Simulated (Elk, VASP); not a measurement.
An input for Elk (PBE, all-electron FP-LAPW, Elk's shipped species files, APW+lo basis with extra local orbitals):

```
tasks
  0

xctype
  20

rgkmax
  7.5

gmaxvr
  16.0

nxlo
  2

lorbcnd
  .true.

lmaxi
  3

swidth
  0.000367493

maxscl
  100

avec
    0.0000000000    5.7825619414    5.7825619414
    5.7825619414    0.0000000000    5.7825619414
    5.7825619414    5.7825619414    0.0000000000

atoms
  2
  'Pb.in'
  1
  0.0000000000  0.0000000000  0.0000000000    0.0 0.0 0.0
  'Se.in'
  1
  0.5000000000  0.5000000000  0.5000000000    0.0 0.0 0.0

ngridk
  5 5 5
```

Question: Translate it to VASP.

Answer: One set of files that does it:

**INCAR**
```
# general
SYSTEM =PbSe
PREC   =Accurate
ENCUT  =300
LREAL  =.FALSE.
LASPH  =.TRUE.

# electronic loop
EDIFF  =1E-6
NELM   =100
ALGO   =Normal
LMAXMIX=4

# smearing
ISMEAR =-1
SIGMA  =0.01

# functional
GGA    =PE

# ions
ISIF   =2

# output
LWAVE  =.FALSE.
LCHARG =.FALSE.
```

**KPOINTS**
```
Automatic mesh
0
Gamma
5 5 5
0 0 0
```

File POSCAR:
```
PbSe
1
    0.0000000000     3.0600000000     3.0600000000
    3.0600000000     0.0000000000     3.0600000000
    3.0600000000     3.0600000000     0.0000000000
Pb Se
1 1
Direct
  0.0000000000   0.0000000000   0.0000000000
  0.5000000000   0.5000000000   0.5000000000
```

POTCAR, in this order: Pb_d Se (PBE.64 set). Program: vasp_std.

Both inputs were run and reached self-consistency, which says nothing on mesh or cut-off. Potentials, basis and cut-offs are each code's own, so they don't translate, and total energies aren't comparable.

VASP also gives the stress here, which the Elk input doesn't ask for.

The structure is a typed PbSe crystal (Fm-3m). The cell was not relaxed at this level, and it may have been scaled.
